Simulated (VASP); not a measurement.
Consider the following.

```xyz
1
Lattice="2.8140 0.0000 0.0000 0.0000 2.8140 0.0000 0.0000 0.0000 2.8140" Properties=species:S:1:pos:R:3 pbc="T T T"
Se     0.0000     0.0000     0.0000
```

These are r2SCAN meta-GGA, VASP's PBE PAW potentials (set 64) (plane waves; VASP 6.6.1) values and carry that method's errors. Run with 400 eV cut-off, 14×14×14 Γ-centred mesh, tetrahedra with Blöchl corrections, potentials Se.

Give the energies of bands 2 to 5 at the high-symmetry points, in eV from the Fermi level.

```tsv
band	Γ	X	M	R
2	1.47	-7.38	-5.39	-3.63
3	1.47	2.99	-5.39	-3.63
4	1.47	2.99	3.25	-3.63
5	8.18	10.37	4.38	6.28
```

It has no gap at this level: it comes out as a metal or semimetal.

The structure was generated: Se was put into the simple-cubic type (Pm-3m), which need not be its known phase. It was relaxed first.
